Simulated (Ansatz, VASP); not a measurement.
**ZnAg: VASP beside Ansatz**

Contents of INCAR:

```
  PREC = Accurate
  ENCUT = 520
  EDIFF = 1E-7
  ISMEAR = 0
  SIGMA = 0.15
  LREAL = F
  LASPH = T
  NELM = 100
  ALGO = Normal
  ISIF = 2
  LWAVE = F
  LCHARG = T
  LELF = T
  LVHAR = T
  NBANDS = 18
```

Contents of KPOINTS:

```
regular mesh
0
Gamma
  16 16 16
```

Contents of POSCAR:

```
ZnAg
1.0
    3.1560000000      0.0000000000      0.0000000000
    0.0000000000      3.1560000000      0.0000000000
    0.0000000000      0.0000000000      3.1560000000
Zn Ag
1 1
Direct
    0.5000000000      0.5000000000      0.5000000000
    0.0000000000      0.0000000000     -0.1584283904
```

Input for Ansatz:

```yaml
crystal:
  lattice:
    - [3.156, 0.0, 0.0]
    - [0.0, 3.156, 0.0]
    - [0.0, 0.0, 3.156]
  atoms:
    - { symbol: Zn, position: [0.5, 0.5, 0.5] }
    - { symbol: Ag, position: [0.0, 0.0, -0.1584283904] }
basis:
  ecutwfc: 420
kpoints:
  mp_grid: { grid: [16, 16, 16] }
hamiltonian:
  xc: lda
scf:
  occupations: { method: gaussian, width: 0.15 }
output:
  forces: true
  stress: true
  eigenvalues: true
```

Change from the starting cell: all Ag atoms moved -0.500 Å, as atom 2 along Cartesian [0 0 1].

Alike in both runs: task single point; functional LDA; k mesh 16 × 16 × 16; occupations gaussian, width 0.15 eV; no spin polarisation.

|  | VASP | Ansatz |
| --- | --- | --- |
| version | VASP 6.6.1 | Ansatz 0.2.0 |
| potentials or method | VASP PAW LDA potentials, release 64 (Zn, Ag) | scalar-relativistic, plane waves, PAW |
| plane-wave cutoff (eV) | 520 | 420 |
| valence electrons in the cell | 23 | 31 |

Ansatz gave:

```
gap on the k mesh at the Fermi level (eV)       : none
pressure (GPa)                                  : 1.2
largest component of the traceless stress (GPa) : 6.02
rms of the force components (eV/Å)              : 0.780
```

Which values does VASP return?

gap on the k mesh at the Fermi level (eV): none; pressure (GPa): 1.7; largest component of the traceless stress (GPa): 6.14; rms of the force components (eV/Å): 0.800.

Atom by atom the forces differ by 0.021 eV/Å (rms over components). A gap of «none» marks a metal or a gap that the smearing closes. The two sets of potentials don't hold the same shells in valence.

Caveats: forces of over 1 eV/Å show positions far from the minimum, so gaps and moduli don't describe the material at rest.
